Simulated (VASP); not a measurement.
# Al3Cu (ordered alloy cell): computed properties

These are PBEsol GGA, VASP's PBE PAW potentials (set 64) (plane waves; VASP 6.6.1) values and carry that method's errors.

```
Quantity                                                                                                  Result
----------------------------------  ----------------------------------------------------------------------------
space group                                                                                          Pm-3m (221)
cell                                a = 3.8910 Å, b = 3.8910 Å, c = 3.8910 Å, α = 90.00°, β = 90.00°, γ = 90.00°
volume per atom                                                                                    14.73 Å³/atom
band gap (over mesh and band path)                                      none (metal, semimetal or under 0.01 eV)
density                                                                                               4.07 g/cm³
```

```
CELL_PARAMETERS angstrom
      3.89100     0.00000     0.00000
      0.00000     3.89100     0.00000
      0.00000     0.00000     3.89100
ATOMIC_POSITIONS crystal
  Cu 0.00000 0.00000 0.00000
  Al 0.50000 0.50000 0.00000
  Al 0.50000 0.00000 0.50000
  Al 0.00000 0.50000 0.50000
```

The structure was generated: Al3Cu was put into an ordered model structure (Pm-3m), which need not be its known phase. It was relaxed first. Symmetry was kept, so distortions that lower it aren't found.
